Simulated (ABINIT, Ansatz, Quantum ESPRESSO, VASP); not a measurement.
**Code comparison for CaSe (Fm-3m, 2 atoms in the cell)**

Self-consistent single point, at a second geometry (lattice scaled by 0.98). First geometry:

```
CaSe
1.0
    0.00000     2.96000     2.96000
    2.96000     0.00000     2.96000
    2.96000     2.96000     0.00000
Ca Se
1 1
Direct
  0.00000   0.00000   0.00000
  0.50000   0.50000   0.50000
```

Shared settings, as Ansatz (an electronic-structure program) writes them: kpoints.mp_grid.grid = 5 5 5; scf.occupations.method = fermi_dirac; scf.occupations.width = 0.0015 Ry. Potentials and cutoffs stand in the table.

```json
[
 {"code": "ABINIT", "model": "PBE, norm-conserving pseudopotentials (PseudoDojo nc-sr-05 PBE standard)", "ΔF from the first geometry (meV/atom)": "25.1", "pressure (GPa)": "4.49", "gap on the mesh (eV)": "2.007", "cutoff": "43 Ha"},
 {"code": "Ansatz", "model": "PBE, default PAW files", "ΔF from the first geometry (meV/atom)": "25.5", "pressure (GPa)": "4.54", "gap on the mesh (eV)": "2.007", "cutoff": "30.9 Ry"},
 {"code": "VASP", "model": "PBE, VASP's PBE PAW potentials (set 64)", "ΔF from the first geometry (meV/atom)": "–", "pressure (GPa)": "–", "gap on the mesh (eV)": "1.995", "cutoff": "300 eV"},
 {"code": "Quantum ESPRESSO", "model": "PBE, SSSP 1.1.2 efficiency (PBE) pseudopotentials", "ΔF from the first geometry (meV/atom)": "25.6", "pressure (GPa)": "4.53", "gap on the mesh (eV)": "2.000", "cutoff": "40 Ry"}
]
```

A dash marks a value that a program does not give, or that is left out as unsure.

Gaps are read on the mesh.

The spread over the programs that give each value: ΔF from the first geometry within 0.5 meV/atom; pressure within 0.05 GPa; gap on the mesh within 0.012 eV.

Ansatz's pressure is given at a fixed set of plane waves, as the other plane-wave codes print theirs.

VASP's run is marked for a possible Pulay error in its stress at this cutoff; no cutoff test was made.

The starting cell has typed, rounded lattice constants, without a prior relaxation at this level. For this run, on top of that: lattice scaled by 0.98.

Left out of this page: GPAW, CP2K, PySCF, Elk and SIESTA (not drawn, or without a comparable value); FLEUR (with a known weakness of the program).

Keys are those of Ansatz 0.2.
